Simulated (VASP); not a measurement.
Crystal: SrTiO3 (Tausonite).

```xyz
5
Lattice="3.8947 0.0000 0.0000 0.0000 3.8947 0.0000 0.0000 0.0000 3.8947" Properties=species:S:1:pos:R:3 pbc="T T T"
Sr    1.9474    1.9474    1.9474
Ti    0.0000    0.0000    0.0000
O     1.9474    0.0000    0.0000
O     0.0000    1.9474    0.0000
O     0.0000    0.0000    1.9474
```

Program: VASP 6.6.1. Alike in all runs: task band structure; cell as given; cutoff (eV) 520; smearing gaussian 0.03 eV. Hardware: 2 MPI ranks on AMD EPYC 9R45 (Zen 5), with other jobs on the host.

**Question.** Order these runs on this cell by their wall time, lowest first.
A. level LDA; potentials or basis VASP PAW LDA potentials, release 64 (Sr_sv, Ti_sv, O); spin off; k mesh 8 × 8 × 8
B. level TB-mBJ; potentials or basis VASP PAW PBE potentials, release 64 (Sr_sv, Ti_sv, O); spin off; k mesh 8 × 8 × 8
C. level TB-mBJ; potentials or basis VASP PAW PBE potentials, release 64 (Sr_sv, Ti_sv, O); spin SOC, no magnetisation; k mesh 6 × 6 × 6

**Answer.** A (72 s), B (190 s), C (730 s).

Runs at the PBE level aren't shown here.
